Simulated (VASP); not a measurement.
Method: r2SCAN meta-GGA, VASP's PBE PAW potentials (set 64) (plane waves; VASP).

A VASP calculation is set up with these files.

### POSCAR
```
SnO2
1
    4.7650906555     0.0000000000     0.0000000000
    0.0000000000     4.7650906555     0.0000000000
    0.0000000000     0.0000000000     3.2083939982
Sn O
2 4
Direct
  0.0000000000   0.0000000000   0.0000000000
  0.5000000000   0.5000000000   0.5000000000
  0.3070000000   0.3070000000   0.0000000000
  0.8070000000   0.1930000000   0.5000000000
  0.1930000000   0.8070000000   0.5000000000
  0.6930000000   0.6930000000   0.0000000000
```

**KPOINTS**
```
K-points
0
Gamma
  6 6 9
0 0 0
```

### INCAR
```
LCHARG  =  .False.
ISIF  =  2
ENCUT  =  450
NSW  =  20
NELM  =  100
ALGO  =  Normal   ! blocked Davidson
LASPH  =  .True.
METAGGA  =  R2SCAN
LMAXMIX  =  4   ! l cut-off of mixed one-centre charges
EDIFFG  =  -0.03   ! ionic stop
ISMEAR  =  0   ! Gaussian
LWAVE  =  .False.
IBRION  =  2
EDIFF  =  1E-5   ! SCF stop (eV)
LMIXTAU  =  .True.
SIGMA  =  0.05
NELMIN  =  4
PREC  =  Normal
LREAL  =  .False.   ! projection in real space or not
SYSTEM  =  SnO2
```

POTCAR, in this order: Sn_d O (PBE.64 set). Program: vasp_std.

What VASP printed:

### OSZICAR
```
       N       E                     dE             d eps       ncg     rms          rms(c)
DAV:   1     0.567401937735E+03    0.56740E+03   -0.24825E+04  3341   0.243E+03
DAV:   2    -0.109241330207E+02   -0.57833E+03   -0.55745E+03  3470   0.646E+02
DAV:   3    -0.990299709206E+02   -0.88106E+02   -0.86844E+02  3534   0.220E+02
DAV:   4    -0.103266442871E+03   -0.42365E+01   -0.42156E+01  3690   0.532E+01
DAV:   5    -0.103403617476E+03   -0.13717E+00   -0.13712E+00  3958   0.969E+00    0.157E+01
DAV:   6    -0.873838468912E+02    0.16020E+02   -0.16114E+01  4771   0.735E+01    0.685E+00
DAV:   7    -0.835130685231E+02    0.38708E+01   -0.25513E+00  4388   0.165E+01    0.326E+00
DAV:   8    -0.894699646402E+02   -0.59569E+01   -0.17000E+00  3565   0.120E+01    0.219E+00
DAV:   9    -0.847103601512E+02    0.47596E+01   -0.60444E-01  3248   0.661E+00    0.587E-01
DAV:  10    -0.846349359391E+02    0.75424E-01   -0.31268E-01  3781   0.410E+00    0.374E-01
DAV:  11    -0.846350861258E+02   -0.15019E-03   -0.23084E-02  3667   0.143E+00    0.293E-01
DAV:  12    -0.846331221982E+02    0.19639E-02   -0.56409E-03  4984   0.920E-01    0.109E-01
DAV:  13    -0.846047345577E+02    0.28388E-01   -0.81907E-03  3177   0.767E-01    0.517E-02
DAV:  14    -0.846467057667E+02   -0.41971E-01   -0.11573E-02  3570   0.104E+00    0.785E-02
DAV:  15    -0.846470846819E+02   -0.37892E-03   -0.52851E-04  3772   0.232E-01    0.607E-02
DAV:  16    -0.846471620122E+02   -0.77330E-04   -0.11179E-04  3470   0.948E-02    0.480E-02
DAV:  17    -0.846472668063E+02   -0.10479E-03   -0.45169E-05  2875   0.660E-02    0.118E-02
DAV:  18    -0.846473086088E+02   -0.41803E-04   -0.13501E-05  2208   0.505E-02    0.666E-03
DAV:  19    -0.846472986953E+02    0.99135E-05   -0.32126E-06  1928   0.182E-02
   1 F= -.84647299E+02 E0= -.84647299E+02  d E =-.846473E+02
       N       E                     dE             d eps       ncg     rms          rms(c)
DAV:   1    -0.846472746218E+02    0.33987E-04   -0.16876E+00  3428   0.771E+00    0.322E-01
DAV:   2    -0.846500231139E+02   -0.27485E-02   -0.51430E-02  3723   0.152E+00    0.118E-01
DAV:   3    -0.846498524854E+02    0.17063E-03   -0.95912E-04  3482   0.300E-01    0.742E-02
DAV:   4    -0.846490406546E+02    0.81183E-03   -0.11759E-03  3250   0.284E-01    0.180E-02
DAV:   5    -0.846496585420E+02   -0.61789E-03   -0.86636E-04  3140   0.287E-01    0.115E-02
DAV:   6    -0.846499447513E+02   -0.28621E-03   -0.19673E-04  3226   0.116E-01    0.829E-03
DAV:   7    -0.846499505378E+02   -0.57864E-05   -0.52934E-06  2481   0.216E-02
   2 F= -.84649951E+02 E0= -.84649951E+02  d E =-.265184E-02
```

**OUTCAR**
```
------------------------ aborting loop because EDIFF is reached ----------------------------------------
  FORCE on cell =-STRESS in cart. coord.  units (eV):
  Direction    XX          YY          ZZ          XY          YZ          ZX
  --------------------------------------------------------------------------------------
  Total       -0.4749356     -0.4749356     -0.4561899      0.0000000      0.0000000      0.0000000
  in kB      -10.4451653    -10.4451653    -10.0328943      0.0000000      0.0000000      0.0000000
  external PRESSURE =     -10.3077416 kB  Pullay stress =       0.0000000 kB
  volume of cell :       72.85
      direct lattice vectors                 reciprocal lattice vectors
     4.765090655  0.000000000  0.000000000     0.209859596  0.000000000  0.000000000
     0.000000000  4.765090655  0.000000000     0.000000000  0.209859596  0.000000000
     0.000000000  0.000000000  3.208393998     0.000000000  0.000000000  0.311682418
 POSITION                                       TOTAL-FORCE (eV/Angst)
 -----------------------------------------------------------------------------------
      4.76509      4.76509      0.00000         0.000000      0.000000     -0.000000
      2.38255      2.38255      1.60420         0.000000      0.000000     -0.000000
      1.45680      1.45680      0.00000         0.014187      0.014187      0.000000
      3.83934      0.92575      1.60420         0.014187     -0.014187     -0.000000
      0.92575      3.83934      1.60420        -0.014187      0.014187     -0.000000
      3.30829      3.30829      3.20839        -0.014187     -0.014187     -0.000000
 -----------------------------------------------------------------------------------
    total drift:                                0.000000      0.000000      0.000000
  FREE ENERGIE OF THE ION-ELECTRON SYSTEM (eV)
  ---------------------------------------------------
  free  energy   TOTEN  =       -84.6499505378 eV

  energy  without entropy=      -84.6499505378  energy(sigma->0) =      -84.64995054

 reached required accuracy - stopping structural energy minimisation
```
(Selected blocks of OUTCAR.)

File CONTCAR:
```
SnO2
   1.00000000000000
     4.7650906554999999    0.0000000000000000    0.0000000000000000
     0.0000000000000000    4.7650906554999999    0.0000000000000000
     0.0000000000000000    0.0000000000000000    3.2083939982000000
  Sn              O
     2     4
Direct
     1.0000000000000000    1.0000000000000000    0.0000000000000000
     0.5000000000000000    0.5000000000000000    0.5000000000000000
     0.3057226348919206    0.3057226348919206    0.0000000000000000
     0.8057226348919206    0.1942773651080794    0.5000000000000000
     0.1942773651080794    0.8057226348919206    0.5000000000000000
     0.6942773651080794    0.6942773651080794    1.0000000000000000
```

At this cut-off the stress carries a Pulay error, which pulls relaxed volumes low.

The compound is SnO2 in the rutile structure. This run relaxes the ions in a fixed cell. Symmetry was kept, so distortions that lower it aren't found.
